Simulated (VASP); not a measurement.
Calculation: r2SCAN meta-GGA, VASP's PBE PAW potentials (set 64) (plane waves; VASP 6.6.1).

VASP ran on this input.

**KPOINTS**
```
Automatic mesh
0
Gamma
8 8 1
0 0 0
```

POSCAR:
```
Rh(210) slab
1.0
  4.6600195716   0.0000000000   0.0000000000
  3.1066793806   3.4733736179   0.0000000000
  0.0000000000   0.0000000000  25.2288915427
Rh
12
Cart
  2.7181153409   1.2155782236   7.9935146876
  5.0514981645   2.2590988222   8.7907979516
  7.3812464836   3.3009940209   9.5956074885
  1.9394679890   0.8673565162  10.4698986364
  4.2591148129   1.9047341886  11.3365583903
  6.5970778864   2.9503031374  12.1910520133
  1.1696210658   0.5230704805  13.0378395294
  3.5075841393   1.5686394293  13.8923331524
  5.8272309632   2.6060171017  14.7589929063
  0.3854524686   0.1723795970  15.6332840542
  2.7152007877   1.2142747957  16.4380935911
  5.0485836113   2.2577953943  17.2353768551
```

**INCAR**
```
! general
SYSTEM =Rh(210) slab
PREC   =Normal
ENCUT  =400
LREAL  =.FALSE.
LASPH  =.TRUE.

! electronic loop
EDIFF  =1E-5
NELM   =100
NELMIN =4
ALGO   =Normal
LMAXMIX=4
LMIXTAU=.TRUE.

! smearing
ISMEAR =1
SIGMA  =0.1

! functional
METAGGA=R2SCAN

! ions
IBRION =2
NSW    =120
ISIF   =2
EDIFFG =-0.03

! output
LWAVE  =.TRUE.
LCHARG =.FALSE.

! other
LDIPOL =.TRUE.
IDIPOL =3
DIPOL  =0.5 0.5 0.5
```

POTCAR, in this order: Rh_pv (PBE.64 set). Program: vasp_std.

### Question
What does the run give for the energy per atom (σ→0), band gap (on the k-mesh)?

### Answer

* **energy per atom (σ→0)**: -23.676 eV/atom
* **band gap (on the k-mesh)**: none (metal, semimetal or under 0.01 eV)

File OSZICAR:
```
...
DAV:   7    -0.284109499459E+03   -0.56633E-03   -0.17693E-04  4132   0.793E-02    0.484E-02
DAV:   8    -0.284109658537E+03   -0.15908E-03   -0.67354E-05  3748   0.694E-02    0.126E-02
DAV:   9    -0.284109780518E+03   -0.12198E-03   -0.25090E-05  3216   0.243E-02    0.619E-03
DAV:  10    -0.284109872330E+03   -0.91812E-04   -0.77333E-06  2744   0.198E-02    0.775E-03
DAV:  11    -0.284109974256E+03   -0.10193E-03   -0.76934E-06  2800   0.191E-02    0.434E-03
DAV:  12    -0.284110070814E+03   -0.96558E-04   -0.10836E-05  2928   0.157E-02    0.215E-03
DAV:  13    -0.284110064297E+03    0.65171E-05   -0.40020E-06  2612   0.122E-02
  10 F= -.28411006E+03 E0= -.28411164E+03  d E =-.104170E-02
```

The cell is a thin slab with vacuum, built from Rh (fcc): (210) face.
